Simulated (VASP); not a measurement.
```
ZrO2
1.0
    1.57032     0.90662     4.80644
   -1.57032     0.90662     4.80644
    0.00000    -1.81324     4.80644
Zr O
1 2
Direct
  0.99975   0.99975   0.99975
  0.74675   0.74675   0.74675
  0.58680   0.58680   0.58680
```

Level of theory: r2SCAN meta-GGA, VASP's PBE PAW potentials (set 64) (plane waves; VASP). Numerical set-up: 520 eV cut-off, 9×9×9 Γ-centred mesh, tetrahedra with Blöchl corrections, potentials Zr_sv O.

Question: Give the energies of bands 7 to 15 at the high-symmetry points, in eV from the valence-band maximum.

Answer: 
```
band      Γ      T     H2      L     S0      F
----  -----  -----  -----  -----  -----  -----
7     -5.39  -4.36  -5.06  -5.02  -5.07  -4.81
8     -3.89  -3.95  -3.72  -3.75  -3.73  -3.67
9     -3.89  -3.95  -3.39  -3.70  -3.39  -3.58
10    -2.65  -2.57  -3.02  -3.27  -3.02  -3.15
11    -2.65  -2.57  -2.04  -2.20  -1.99  -2.39
12     0.00  -1.62  -0.87  -0.53  -0.88  -0.95
13     3.29   3.69   1.49   2.13   1.49   2.07
14     5.36   5.36   4.01   5.24   4.00   5.28
15     5.45   5.36   6.32   6.10   6.35   5.96
```

The gap is indirect, 1.47 eV, from the valence maximum at Γ to the conduction minimum at Γ-S0 at 0.86.

The structure was generated: ZrO2 was put into the 3R-MoS2 type (R3m), which need not be its known phase. It was relaxed first, which changed the volume by +29 %.
